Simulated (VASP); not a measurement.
Consider the following.

```
CELL_PARAMETERS angstrom
      0.00000     2.44351     2.44351
      2.44351     0.00000     2.44351
      2.44351     2.44351     0.00000
ATOMIC_POSITIONS crystal
  Ca 0.00000 0.00000 0.00000
  O  0.50000 0.50000 0.50000
```

Method: PBE GGA, VASP's PBE PAW potentials (set 64) (plane waves; VASP). Run with 520 eV cut-off, 9×9×9 Γ-centred mesh, Gaussian smearing of 0.050 eV, potentials Ca_sv O.

Question: Give the stress tensor in GPa (positive for a compressed cell).

Answer: 
```
-2.92   0.00   0.00
 0.00  -2.92   0.00
 0.00   0.00  -2.92
```
The pressure is its mean diagonal, -2.92 GPa.

The compound is CaO in the rock salt structure. This cell is one point of a volume scan, at 1.03 of the reference volume.
